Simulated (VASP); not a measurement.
## CdF2: accuracy against cost in the k-mesh and PAW data sets

How sensitive are energy, pressure and forces of CdF2 to the k-mesh and PAW data sets? The atoms are off their equilibrium sites, so that forces can be compared too. The series runs use r2SCAN. The k-mesh tried: 2 2 2; 3 3 3; 4 4 4; 5 5 5; 6 6 6; 9 9 9; 11 11 11; 13 13 13. The PAW data sets tried: minimal 64: Cd F; recommended 54: Cd F; gw 64: Cd_sv_GW F_GW; hard 64: Cd F_h; soft 64: Cd F_s. Left out of this account: at least 1 further run (self-consistent run: it ended just at its time limit, and its output was not read). The atoms of the start are displaced at random from the sites of a Fm-3m cell.

Main program and level: VASP 6.6.1; r2SCAN; plane waves and PAW (Cd, F), in the first sound run; inputs show where later runs differ.

### 1. The structure

Symmetry: P1, No. 1, triclinic system. Conventional cell: a = 3.810 Å, b = 3.810 Å, c = 3.810 Å, α = 60.00°, β = 60.00°, γ = 60.00°. Cd has 8 F at 2.26 to 2.41 Å nearest. Nearest to F lie 4 Cd at 2.29 to 2.37 Å. F has 4 Cd at 2.26 to 2.41 Å nearest. Farther neighbours and most contacts between anions are not listed.

### 2. K-mesh: 2 2 2

The sum over the zone converges with the mesh, fast for insulators and slowly for metals. r2SCAN adds the kinetic-energy density, costs more than a GGA and is run with LASPH.

File INCAR:

```
SYSTEM = CdF2
PREC = Accurate
ENCUT = 520
EDIFF = 1E-06
NELM = 100
ISMEAR = -1
SIGMA = 0.05
LREAL = .FALSE.
ALGO = Normal
METAGGA = R2SCAN
LASPH = .TRUE.
NBANDS = 19
LORBIT = 11
LWAVE = .FALSE.
LCHARG = .FALSE.
NCORE = 4
ISIF = 2
```

File POSCAR:

```
CdF2
1.0
    0.0000000000      2.6940000000      2.6940000000
    2.6940000000      0.0000000000      2.6940000000
    2.6940000000      2.6940000000      0.0000000000
Cd F
1 2
Direct
    0.0015780000     -0.0004940000      0.0101050000
    0.2652150000      0.2526630000      0.2491490000
    0.7746410000      0.7377590000      0.7370220000
```

File KPOINTS:

```
Automatic mesh
0
Gamma
2 2 2
0 0 0
```

PAW data sets: Cd and F (PBE family, release 64).

On the command line:

```console
$ mpirun -np 4 vasp_std
```

What it wrote:

```text
[banner, memory and clock lines left out]
running    4 mpi-ranks, on    1 nodes
 distrk:  each k-point on    4 cores,    1 groups
 distr:  one band on    4 cores,    1 groups

 POSCAR found type information on POSCAR CdF
 POSCAR found :  2 types and       3 ions
|                                                                             |
|               ----> ADVICE to this user running VASP <----                  |
|                                                                             |
|     You enforced a specific xc type in the INCAR file but a different       |
|     [... a line on the potential file left out ...]
|     I HOPE YOU KNOW WHAT YOU ARE DOING!                                     |
|                                                                             |

 LDA part: xc-table for (None), standard interpolation
 POSCAR, INCAR and KPOINTS ok, starting setup
 FFT: planning ... GRIDC
 FFT: planning ... GRID_SOFT
 FFT: planning ... GRID
 WAVECAR not read
 entering main loop
       N       E                     dE             d eps       ncg     rms          rms(c)
DAV:   1     0.173828111059E+03    0.17383E+03   -0.15577E+04   312   0.141E+03
DAV:   2    -0.343208420685E+02   -0.20815E+03   -0.19877E+03   327   0.360E+02
DAV:   3    -0.430163077840E+02   -0.86955E+01   -0.86751E+01   340   0.816E+01
DAV:   4    -0.430537465547E+02   -0.37439E-01   -0.37437E-01   333   0.545E+00
DAV:   5    -0.430538713552E+02   -0.12480E-03   -0.12480E-03   345   0.293E-01    0.890E+00
DAV:   6    -0.335691042333E+02    0.94848E+01   -0.41769E+00   304   0.383E+01    0.958E+00
DAV:   7    -0.335713330718E+02   -0.22288E-02   -0.11883E+00   307   0.987E+00    0.510E+00
DAV:   8    -0.336023455203E+02   -0.31012E-01   -0.12649E-01   324   0.492E+00    0.164E+00
DAV:   9    -0.335983418134E+02    0.40037E-02   -0.55992E-02   313   0.234E+00    0.250E-01
DAV:  10    -0.335993156642E+02   -0.97385E-03   -0.47736E-03   319   0.630E-01    0.251E-01
DAV:  11    -0.335994133633E+02   -0.97699E-04   -0.21692E-03   313   0.457E-01    0.143E-01
DAV:  12    -0.335993357601E+02    0.77603E-04   -0.12776E-04   331   0.143E-01    0.436E-02
DAV:  13    -0.335993168632E+02    0.18897E-04   -0.47162E-05   337   0.723E-02    0.125E-02
DAV:  14    -0.335993155759E+02    0.12873E-05   -0.22548E-05   328   0.462E-02    0.138E-02
DAV:  15    -0.335993146357E+02    0.94029E-06   -0.20288E-06   244   0.144E-02
   1 F= -.33599315E+02 E0= -.33599315E+02  d E =-.483956E-10
```

Run time: 14 s. Hardware: 4 MPI ranks of Intel Xeon Platinum 8259CL at 2.50GHz (Skylake/Cascade Lake), shared host; peak memory 0.44 GiB.

The logs omit lines about the potential files and the build; timing stands in the text.

From OUTCAR (step 2):

```text
ion  position               nearest neighbor table
   1  0.002  1.000  0.010-   3 2.26   2 2.29   3 2.30   2 2.32   2 2.35   2 2.37   3 2.37   3 2.41

  LATTYP: Found a face centered cubic cell.
 ALAT       =     5.3880000000

 Subroutine GETGRP returns: Found  1 space group operations
 (whereof  1 operations were pure point group operations)

The static configuration has the point symmetry C_1 .

 Found      8 irreducible k-points:

   k-points           NKPTS =      8   k-points in BZ     NKDIM =      8   number of bands    NBANDS=     19

   dimension x,y,z NGX =    28 NGY =   28 NGZ =   28
   dimension x,y,z NGXF=    56 NGYF=   56 NGZF=   56

   ENCUT  =  520.0 eV  38.22 Ry    6.18 a.u.   7.08  7.08  7.08*2*pi/ulx,y,z

   NELECT =      26.0000    total number of electrons

 k-points in reciprocal lattice and weights: Automatic mesh
   0.00000000  0.00000000  0.00000000       0.125
   0.50000000  0.00000000  0.00000000       0.125
   0.00000000  0.50000000  0.00000000       0.125
   0.00000000  0.00000000  0.50000000       0.125
   0.50000000  0.50000000  0.50000000       0.125
   0.50000000  0.50000000  0.00000000       0.125
   0.00000000  0.50000000  0.50000000       0.125
   0.50000000  0.00000000  0.50000000       0.125

 average (electrostatic) potential at core
       1 -44.6153       2 -82.2443       3 -82.2492

 E-fermi :  -0.6793

 k-point     1 :       0.0000    0.0000    0.0000
  band No.  band energies     occupation
    ...
      9      -2.7850      2.00000
     10      -2.7642      2.00000
     11      -2.3914      2.00000
     12      -2.3347      2.00000
     13      -2.2746      2.00000
     14       1.8981      0.00000
     15      11.7004      0.00000
     16      11.7635      0.00000
     17      11.8383      0.00000
     18      16.0590      0.00000
    ...

 k-point     2 :       0.5000    0.0000    0.0000
  band No.  band energies     occupation
    ...
      9      -4.1076      2.00000
     10      -3.7534      2.00000
     11      -3.5251      2.00000
     12      -2.2977      2.00000
     13      -2.1470      2.00000
     14       6.1111      0.00000
     15       7.8361      0.00000
     16      13.4811      0.00000
     17      14.0179      0.00000
     18      16.8652      0.00000
    ...

 k-point     3 :       0.0000    0.5000    0.0000
  band No.  band energies     occupation
    ...
      9      -4.0799      2.00000
     10      -3.7855      2.00000
     11      -3.5989      2.00000
     12      -2.2976      2.00000
     13      -2.1621      2.00000
     14       6.1791      0.00000
     15       7.8754      0.00000
     16      13.5372      0.00000
     17      13.9932      0.00000
     18      16.8524      0.00000
    ...

  Total        0.4598126      0.4498349      0.4343007     -0.0398813     -0.1922524     -0.0824083
  in kB       18.8394714     18.4306649     17.7941957     -1.6340180     -7.8769779     -3.3764399
  external PRESSURE =      18.3547773 kB  Pullay stress =       0.0000000 kB

  energy-cutoff  :      520.00
  volume of cell :       39.10
      direct lattice vectors                 reciprocal lattice vectors
     0.000000000  2.694000000  2.694000000    -0.185597624  0.185597624  0.185597624
     2.694000000  0.000000000  2.694000000     0.185597624 -0.185597624  0.185597624
     2.694000000  2.694000000  0.000000000     0.185597624  0.185597624 -0.185597624

 POSITION                                       TOTAL-FORCE (eV/Angst)
 -----------------------------------------------------------------------------------
      2.71989      0.03147      2.69692        -0.341877     -0.006713      0.229500
      1.35188      1.38570      1.39516        -0.091488     -0.052989     -0.166423
      3.97306      4.07242      4.07441         0.433365      0.059701     -0.063077
 -----------------------------------------------------------------------------------
    total drift:                               -0.000182      0.000222      0.001169

  FREE ENERGIE OF THE ION-ELECTRON SYSTEM (eV)
  ---------------------------------------------------
  free  energy   TOTEN  =       -33.5993146357 eV

  energy  without entropy=      -33.5993146356  energy(sigma->0) =      -33.59931464

 total charge
# of ion       s       p       d       tot
------------------------------------------
    1        0.203   0.183   9.710  10.096
    2        1.740   4.382   0.000   6.122
    3        1.740   4.383   0.000   6.123
--------------------------------------------------
tot          3.683   8.947   9.710  22.340

[... 3 further parts left out ...]
```

The gap is read on the k-mesh alone, so it is an upper bound where the band edges lie off the mesh, and a coarse mesh can show a gap where there is none. Spin-orbit coupling is off here; it would split degenerate levels. The PAW data sets were made with PBE, which is usual practice but a small mismatch for other functionals.

This step gave:

| Quantity | Value |
| --- | --- |
| SCF cycles | 15 |
| electrons | 26 |
| bands | 19 |
| irreducible k-points | 8 |
| symmetry operations | 1 |
| free energy (TOTEN) | -33.60 eV |
| Fermi energy | -0.6793 eV |
| pressure | 1.835 GPa |
| metallic, judged on the points sampled | no |
| valence top at k | 0, 0.5, 0.5 |
| conduction bottom at k | 0, 0, 0 |
| least direct gap at k | 0, 0, 0 |
| gap on the k-mesh | 3.751 eV |
| least direct gap on the k-mesh | 4.173 eV |

The series starts at -11.1998 eV an atom and 1.84 GPa, after 15 cycles in 14 s.

### 3. K-mesh: 3 3 3

Edit INCAR of step 2 so:

```diff
@@ -15,3 +15,4 @@
 LCHARG = .FALSE.
-NCORE = 4
+KPAR = 2
+NCORE = 2
 ISIF = 2
```

POSCAR is that of step 2.

File KPOINTS:

```
Automatic mesh
0
Gamma
3 3 3
0 0 0
```

On the command line:

```console
$ mpirun -np 4 vasp_std
```

What it wrote:

```text
[banner, memory and clock lines left out]
running    4 mpi-ranks, on    1 nodes
[...]
[... a notice as in an earlier step ...]

 LDA part: xc-table for (None), standard interpolation
 POSCAR, INCAR and KPOINTS ok, starting setup
[...]
entering main loop
       N       E                     dE             d eps       ncg     rms          rms(c)
DAV:   1     0.170440001591E+03    0.17044E+03   -0.15835E+04   548   0.142E+03
DAV:   2    -0.344183608370E+02   -0.20486E+03   -0.19679E+03   587   0.363E+02
DAV:   3    -0.430805200849E+02   -0.86622E+01   -0.86400E+01   605   0.814E+01
DAV:   4    -0.431162072173E+02   -0.35687E-01   -0.35686E-01   574   0.534E+00
[...]
DAV:  13    -0.336890249322E+02    0.11837E-04   -0.26888E-05   574   0.583E-02    0.158E-02
DAV:  14    -0.336890225095E+02    0.24228E-05   -0.32563E-05   562   0.552E-02    0.151E-02
DAV:  15    -0.336890215169E+02    0.99253E-06   -0.16695E-06   393   0.126E-02
   1 F= -.33689022E+02 E0= -.33689022E+02  d E =-.410824E-10
```

Wall time 17 s (4 MPI ranks); peak memory 0.54 GiB; 57 s of CPU time.

Parts of OUTCAR (step 3):

```text
  Total        0.3486945      0.3395878      0.3237436     -0.0395078     -0.1894674     -0.0821487
  in kB       14.2867310     13.9136135     13.2644424     -1.6187165     -7.7628711     -3.3658011
  external PRESSURE =      13.8215957 kB  Pullay stress =       0.0000000 kB

 POSITION                                       TOTAL-FORCE (eV/Angst)
 -----------------------------------------------------------------------------------
      2.71989      0.03147      2.69692        -0.347498     -0.006332      0.233103
      1.35188      1.38570      1.39516        -0.086631     -0.052946     -0.167841
      3.97306      4.07242      4.07441         0.434129      0.059279     -0.065261
 -----------------------------------------------------------------------------------
    total drift:                               -0.000016     -0.000002      0.001046

  FREE ENERGIE OF THE ION-ELECTRON SYSTEM (eV)
  ---------------------------------------------------
  free  energy   TOTEN  =       -33.6890215169 eV

  energy  without entropy=      -33.6890215169  energy(sigma->0) =      -33.68902152

[... 1 part as in an earlier step ...]

[... 2 further parts left out ...]
[key lines of the parts left out:]
E-fermi :  -0.8325
```

Against the run before the energy moves by -29.90 meV an atom and the pressure by -0.45 GPa, after 15 cycles in 17 s.

### 4. K-mesh: 4 4 4

Edit INCAR of step 3 so:

```diff
@@ -15,4 +15,3 @@
 LCHARG = .FALSE.
-KPAR = 2
-NCORE = 2
+KPAR = 4
 ISIF = 2
```

POSCAR is that of step 3.

File KPOINTS:

```
Automatic mesh
0
Gamma
4 4 4
0 0 0
```

On the command line:

```console
$ mpirun -np 4 vasp_std
```

What it wrote:

```text
[banner, memory and clock lines left out]
running    4 mpi-ranks, on    1 nodes
[...]
[... a notice as in an earlier step ...]

 LDA part: xc-table for (None), standard interpolation
 POSCAR, INCAR and KPOINTS ok, starting setup
[...]
entering main loop
       N       E                     dE             d eps       ncg     rms          rms(c)
DAV:   1     0.176476288512E+03    0.17648E+03   -0.15889E+04  1408   0.142E+03
DAV:   2    -0.339290854618E+02   -0.21041E+03   -0.20270E+03  1479   0.365E+02
DAV:   3    -0.430798402438E+02   -0.91508E+01   -0.91251E+01  1527   0.846E+01
DAV:   4    -0.431190642675E+02   -0.39224E-01   -0.39222E-01  1487   0.567E+00
[...]
DAV:  13    -0.336942856950E+02    0.10897E-04   -0.22453E-05  1503   0.527E-02    0.182E-02
DAV:  14    -0.336942820767E+02    0.36183E-05   -0.41135E-05  1404   0.611E-02    0.149E-02
DAV:  15    -0.336942810944E+02    0.98229E-06   -0.15138E-06   967   0.115E-02
   1 F= -.33694281E+02 E0= -.33694281E+02  d E =-.827815E-11
```

Wall time 34 s (4 MPI ranks); peak memory 0.65 GiB.

Parts of OUTCAR (step 4):

```text
  Total        0.3405006      0.3314426      0.3155959     -0.0395410     -0.1896738     -0.0821233
  in kB       13.9510116     13.5798862     12.9306149     -1.6200771     -7.7713248     -3.3647612
  external PRESSURE =      13.4871709 kB  Pullay stress =       0.0000000 kB

 POSITION                                       TOTAL-FORCE (eV/Angst)
 -----------------------------------------------------------------------------------
      2.71989      0.03147      2.69692        -0.348001     -0.006311      0.233428
      1.35188      1.38570      1.39516        -0.085948     -0.052914     -0.167915
      3.97306      4.07242      4.07441         0.433949      0.059225     -0.065513
 -----------------------------------------------------------------------------------
    total drift:                               -0.000018     -0.000028      0.001054

  FREE ENERGIE OF THE ION-ELECTRON SYSTEM (eV)
  ---------------------------------------------------
  free  energy   TOTEN  =       -33.6942810944 eV

  energy  without entropy=      -33.6942810944  energy(sigma->0) =      -33.69428109

[... 1 part as in an earlier step ...]

[... 2 further parts left out ...]
[key lines of the parts left out:]
E-fermi :  -0.6511
```

Against the run before the energy moves by -1.75 meV an atom and the pressure by -0.03 GPa, after 15 cycles in 34 s.

### 5. K-mesh: 5 5 5

INCAR is that of step 4.

POSCAR is that of step 4.

File KPOINTS:

```
Automatic mesh
0
Gamma
5 5 5
0 0 0
```

On the command line:

```console
$ mpirun -np 4 vasp_std
```

What it wrote:

```text
[... set-up lines as in an earlier step ...]
 entering main loop
       N       E                     dE             d eps       ncg     rms          rms(c)
DAV:   1     0.174007702424E+03    0.17401E+03   -0.15844E+04  2482   0.141E+03
DAV:   2    -0.340690750055E+02   -0.20808E+03   -0.20089E+03  2586   0.365E+02
DAV:   3    -0.430806103748E+02   -0.90115E+01   -0.89835E+01  2706   0.836E+01
DAV:   4    -0.431195670730E+02   -0.38957E-01   -0.38953E-01  2550   0.558E+00
[...]
DAV:  14    -0.336949754505E+02    0.39043E-05   -0.43488E-05  2445   0.623E-02    0.152E-02
DAV:  15    -0.336949744282E+02    0.10224E-05   -0.16124E-06  1846   0.116E-02    0.657E-03
DAV:  16    -0.336949741529E+02    0.27523E-06   -0.86092E-07  1317   0.869E-03
   1 F= -.33694974E+02 E0= -.33694974E+02  d E =-.172983E-10
```

Elapsed: 52 s, on 4 MPI ranks; peak memory 0.7 GiB; 3.1 min of CPU time.

OUTCAR, selected parts (step 5):

```text
  Total        0.3594957      0.3504402      0.3346010     -0.0395106     -0.1895437     -0.0821070
  in kB       14.7292787     14.3582558     13.7092941     -1.6188287     -7.7659979     -3.3640937
  external PRESSURE =      14.2656096 kB  Pullay stress =       0.0000000 kB

 POSITION                                       TOTAL-FORCE (eV/Angst)
 -----------------------------------------------------------------------------------
      2.71989      0.03147      2.69692        -0.348026     -0.006302      0.233442
      1.35188      1.38570      1.39516        -0.085856     -0.052906     -0.167907
      3.97306      4.07242      4.07441         0.433882      0.059208     -0.065535
 -----------------------------------------------------------------------------------
    total drift:                               -0.000005     -0.000020      0.001036

  FREE ENERGIE OF THE ION-ELECTRON SYSTEM (eV)
  ---------------------------------------------------
  free  energy   TOTEN  =       -33.6949741529 eV

  energy  without entropy=      -33.6949741529  energy(sigma->0) =      -33.69497415

[... 1 part as in an earlier step ...]

[... 2 further parts left out ...]
[key lines of the parts left out:]
E-fermi :  -0.7275
```

Against the run before the energy moves by -0.23 meV an atom and the pressure by +0.08 GPa, after 16 cycles in 52 s.

### 6. K-mesh: 6 6 6

INCAR is that of step 5.

POSCAR is that of step 5.

File KPOINTS:

```
Automatic mesh
0
Gamma
6 6 6
0 0 0
```

On the command line:

```console
$ mpirun -np 4 vasp_std
```

What it wrote:

```text
[... set-up lines as in an earlier step ...]
 entering main loop
       N       E                     dE             d eps       ncg     rms          rms(c)
DAV:   1     0.172542317357E+03    0.17254E+03   -0.16003E+04  4424   0.142E+03
DAV:   2    -0.341142862427E+02   -0.20666E+03   -0.19966E+03  4610   0.362E+02
DAV:   3    -0.430802767629E+02   -0.89660E+01   -0.89378E+01  4750   0.833E+01
DAV:   4    -0.431195652023E+02   -0.39288E-01   -0.39285E-01  4594   0.561E+00
[...]
DAV:  14    -0.336950207468E+02    0.41606E-05   -0.45533E-05  4481   0.640E-02    0.154E-02
DAV:  15    -0.336950197161E+02    0.10307E-05   -0.16057E-06  3327   0.117E-02    0.677E-03
DAV:  16    -0.336950194223E+02    0.29381E-06   -0.90114E-07  2463   0.884E-03
   1 F= -.33695019E+02 E0= -.33695019E+02  d E =-.574918E-10
```

It took 89 s on 4 MPI ranks; peak memory 0.81 GiB; 5.3 min of CPU time.

OUTCAR, selected parts (step 6):

```text
  Total        0.3586014      0.3495402      0.3336954     -0.0395147     -0.1895642     -0.0821084
  in kB       14.6926389     14.3213813     13.6721882     -1.6189987     -7.7668366     -3.3641485
  external PRESSURE =      14.2287361 kB  Pullay stress =       0.0000000 kB

 POSITION                                       TOTAL-FORCE (eV/Angst)
 -----------------------------------------------------------------------------------
      2.71989      0.03147      2.69692        -0.348024     -0.006304      0.233440
      1.35188      1.38570      1.39516        -0.085860     -0.052906     -0.167906
      3.97306      4.07242      4.07441         0.433884      0.059210     -0.065534
 -----------------------------------------------------------------------------------
    total drift:                               -0.000006     -0.000021      0.001036

  FREE ENERGIE OF THE ION-ELECTRON SYSTEM (eV)
  ---------------------------------------------------
  free  energy   TOTEN  =       -33.6950194223 eV

  energy  without entropy=      -33.6950194222  energy(sigma->0) =      -33.69501942

[... 1 part as in an earlier step ...]

[... 2 further parts left out ...]
[key lines of the parts left out:]
E-fermi :  -0.7825
```

Against the run before the energy moves by -0.02 meV an atom while the pressure stays within 0.01 GPa, after 16 cycles in 89 s.

[end of part 1 of 3]

[Lines on the potential files, build, host, timing and source positions are cut from VASP's logs without a mark.]

[Logs are printed without paths, hosts, clocks, repeated set-up lines and the standing remarks that a program may print on its own settings, such as how far it seeks lower states.]

[Hosts, paths, dates, database ids (printed as entryN), source tags and the programs' standing remarks are cut or masked in the printed files.]

[A measured line is paired with the nearest computed mode of its activity, which favours agreement.]

[In band tables of VASP the shares of atoms and orbitals are scaled to a sum of 1 inside the atoms' spheres.]
